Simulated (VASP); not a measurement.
Level of theory: PBE GGA + U (Dudarev), VASP's PBE PAW potentials (set 64) (plane waves; VASP).

The input files of a VASP run:

**INCAR**
```
ALGO = Normal
EDIFF = 1E-6
ENCUT = 400
GGA = PE
ISIF = 2
ISMEAR = 1
LASPH = .TRUE.
LCHARG = .FALSE.
LDAU = .TRUE.
LDAUJ = 0 0
LDAUL = -1 2
LDAUPRINT = 1
LDAUTYPE = 2
LDAUU = 0 5.0
LMAXMIX = 4
LORBIT = 10
LREAL = .FALSE.
LWAVE = .FALSE.
NELM = 100
PREC = Accurate
SIGMA = 0.1
SYSTEM = MoSi2
```

KPOINTS:
```
Regular mesh
0
gamma
12 12 12
```

### POSCAR
```
MoSi2
1
   -1.6050000000     1.6050000000     3.9250000000
    1.6050000000    -1.6050000000     3.9250000000
    1.6050000000     1.6050000000    -3.9250000000
Si Mo
2 1
Direct
  0.6650000000   0.6650000000   0.0000000000
  0.3350000000   0.3350000000   0.0000000000
  0.0000000000   0.0000000000   0.0000000000
```

POTCAR, in this order: Si Mo_sv (PBE.64 set). Program: vasp_std.

Output of the run:

### OSZICAR
```
       N       E                     dE             d eps       ncg     rms          rms(c)
DAV:   1     0.102629167675E+03    0.10263E+03   -0.99653E+03  4986   0.114E+03
DAV:   2    -0.161498066303E+02   -0.11878E+03   -0.11729E+03  6122   0.297E+02
DAV:   3    -0.183687980111E+02   -0.22190E+01   -0.21678E+01  6619   0.369E+01
DAV:   4    -0.183788624493E+02   -0.10064E-01   -0.10063E-01  5688   0.289E+00
DAV:   5    -0.183789497200E+02   -0.87271E-04   -0.87263E-04  6556   0.242E-01    0.207E+01
DAV:   6    -0.173738346486E+02    0.10051E+01   -0.10277E+01  5751   0.217E+01    0.424E+00
DAV:   7    -0.172943858016E+02    0.79449E-01   -0.10180E+00  5583   0.732E+00    0.380E+00
DAV:   8    -0.173137792033E+02   -0.19393E-01   -0.13881E-01  6276   0.236E+00    0.571E-01
DAV:   9    -0.173202983014E+02   -0.65191E-02   -0.91304E-03  6318   0.639E-01    0.343E-01
DAV:  10    -0.173239250409E+02   -0.36267E-02   -0.77677E-03  6074   0.519E-01    0.107E-01
DAV:  11    -0.173241748014E+02   -0.24976E-03   -0.67980E-04  6312   0.154E-01    0.374E-02
DAV:  12    -0.173242232131E+02   -0.48412E-04   -0.11206E-04  6038   0.616E-02    0.200E-02
DAV:  13    -0.173242294736E+02   -0.62605E-05   -0.22120E-05  6339   0.269E-02    0.499E-03
DAV:  14    -0.173242296485E+02   -0.17490E-06   -0.19835E-06  4249   0.899E-03
   1 F= -.17324230E+02 E0= -.17324269E+02  d E =0.118950E-03
```

OUTCAR:
```
------------------------ aborting loop because EDIFF is reached ----------------------------------------
  FORCE on cell =-STRESS in cart. coord.  units (eV):
  Direction    XX          YY          ZZ          XY          YZ          ZX
  --------------------------------------------------------------------------------------
  Total        1.1029621      1.1029621      1.1426293      0.0000000     -0.0000000      0.0000000
  in kB       43.6939633     43.6939633     45.2653854      0.0000000     -0.0000000      0.0000000
  external PRESSURE =      44.2177707 kB  Pullay stress =       0.0000000 kB
  volume of cell :       40.44
      direct lattice vectors                 reciprocal lattice vectors
    -1.605000000  1.605000000  3.925000000     0.000000000  0.311526480  0.127388535
     1.605000000 -1.605000000  3.925000000     0.311526480  0.000000000  0.127388535
     1.605000000  1.605000000 -3.925000000     0.311526480  0.311526480  0.000000000
 POSITION                                       TOTAL-FORCE (eV/Angst)
 -----------------------------------------------------------------------------------
      0.00000      0.00000      5.22025        -0.000000     -0.000000     -0.180234
      0.00000      0.00000      2.62975         0.000000      0.000000      0.180234
      0.00000      0.00000      0.00000        -0.000000     -0.000000     -0.000000
 -----------------------------------------------------------------------------------
    total drift:                                0.000000      0.000000     -0.000000
  FREE ENERGIE OF THE ION-ELECTRON SYSTEM (eV)
  ---------------------------------------------------
  free  energy   TOTEN  =       -17.3242296485 eV

  energy  without entropy=      -17.3243485983  energy(sigma->0) =      -17.32426930

 total charge

# of ion       s       p       d       tot
------------------------------------------
    1        0.742   0.877   0.000   1.619
    2        0.742   0.877   0.000   1.619
    3        2.291   6.216   4.097  12.604
--------------------------------------------------
tot          3.776   7.969   4.097  15.841
```
(Selected blocks of OUTCAR.)

The compound is MoSi2 in the MoSi2 type structure. The cell was not relaxed at this level. The run is one of a series of settings (LDAU = .TRUE., LDAUJ = 0 0, LDAUL = -1 2, LDAUTYPE = 2, LDAUU = 0 5.0 against the base run), some of them coarse on purpose.
